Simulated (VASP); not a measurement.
Given:

```yaml
crystal:
  lattice:
    - [0.00000, 3.16151, 3.16151]
    - [3.16151, 0.00000, 3.16151]
    - [3.16151, 3.16151, 0.00000]
  atoms:
    - { symbol: Si, position: [0.00000, 0.00000, 0.00000] }
    - { symbol: Mg, position: [0.25000, 0.25000, 0.25000] }
    - { symbol: Mg, position: [0.75000, 0.75000, 0.75000] }
```

All values below come from PBEsol GGA, VASP's PBE PAW potentials (set 64) (plane waves; VASP). Numerical set-up: 400 eV cut-off, 6×6×6 Γ-centred mesh, Gaussian smearing of 0.050 eV, potentials Si Mg.

Estimate the energy per atom (σ→0), band gap (on the k-mesh) with the smallest direct gap where there is one.

```json
{
  "band gap (on the k-mesh)": "0.10 eV",
  "smallest direct gap (on the k-mesh)": "1.89 eV",
  "energy per atom (σ→0)": "-3.217 eV/atom"
}
```

Only differences to runs with the same potentials and settings are physical.

The structure comes from a measured Mg2Si entry (Fm-3m) of the Crystallography Open Database, whose conditions weren't checked. It was relaxed first. The start is the result of an earlier pass.
